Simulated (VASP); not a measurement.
A run of VASP 6.6.1 is set up as follows.

File POSCAR:

```
Si
1.0
    0.0000000000      2.7135600000      2.7135600000
    2.7135600000      0.0000000000      2.7135600000
    2.7135600000      2.7135600000      0.0000000000
Si
2
Direct
    0.7500000000      0.7500000000      0.7500000000
    0.5000000000      0.5000000000      0.5000000000
```

INCAR.step1

```
PREC     = Accurate       # precision mode
ENCUT    = 600            # plane-wave cutoff, eV
EDIFF    = 1E-8           # SCF threshold, eV
ISMEAR   = 0              # smearing method
SIGMA    = 0.02           # smearing width, eV
LREAL    = F              # projectors in reciprocal space
LASPH    = T              # aspherical terms in the spheres
NELM     = 60             # most SCF steps
ALGO     = Normal         # electronic algorithm
ISIF     = 3              # what is computed and relaxed
LWAVE    = F              # write WAVECAR
LCHARG   = F              # write CHGCAR
METAGGA  = R2SCAN         # meta-GGA
LMIXTAU  = T            
IBRION   = 2              # ionic algorithm
NSW      = 40             # ionic steps
EDIFFG   = -0.002         # ionic threshold
```

Contents of INCAR.step2:

```
PREC     = Accurate       # precision mode
ENCUT    = 600            # plane-wave cutoff, eV
EDIFF    = 1E-8           # SCF threshold, eV
ISMEAR   = 0              # smearing method
SIGMA    = 0.02           # smearing width, eV
LREAL    = F              # projectors in reciprocal space
LASPH    = T              # aspherical terms in the spheres
NELM     = 60             # most SCF steps
ALGO     = Normal         # electronic algorithm
ISIF     = 3              # what is computed and relaxed
LWAVE    = F              # write WAVECAR
LCHARG   = F              # write CHGCAR
METAGGA  = R2SCAN         # meta-GGA
LMIXTAU  = T            
IBRION   = 6              # ionic algorithm
NFREE    = 2            
POTIM    = 0.015          # step
NSW      = 1              # ionic steps
```

The input KPOINTS:

```
regular mesh
0
Gamma
  10 10 10
```

Potentials or basis: VASP PAW PBE potentials, release 64 (Si).

The run is started by

```bash
$ cat potpaw_PBE.64/Si/POTCAR > POTCAR
$ cp INCAR.step1 INCAR
$ mpirun -np 1 vasp_std > vasp.out
$ cp CONTCAR POSCAR
$ cp INCAR.step2 INCAR
$ mpirun -np 1 vasp_std > vasp.out
```

Problem. What does it give for the elastic constants C11, C12, C44?

Solution. 169, 62, 83 GPa.

Problem. What does it give for the Voigt bulk modulus?

Solution. 98 GPa.

Problem. What does it give for the highest phonon frequency at Γ?

Solution. 519 cm⁻¹.

Problem. Predict the relaxed cell.

Solution. a = 3.846 Å, b = 3.846 Å, c = 3.846 Å, α = 60.00°, β = 60.00°, γ = 60.00°.

Elastic tensor in Voigt notation (GPa, in the Cartesian axes of the cell as first typed):
```
169  62  62   0   0   0
 62 169  62   0   0   0
 62  62 169   0   0   0
  0   0   0  83   0   0
  0   0   0   0  83   0
  0   0   0   0   0  83
```

Caveat: the PAW data sets were made with another functional, which shifts forces and pressure a little.
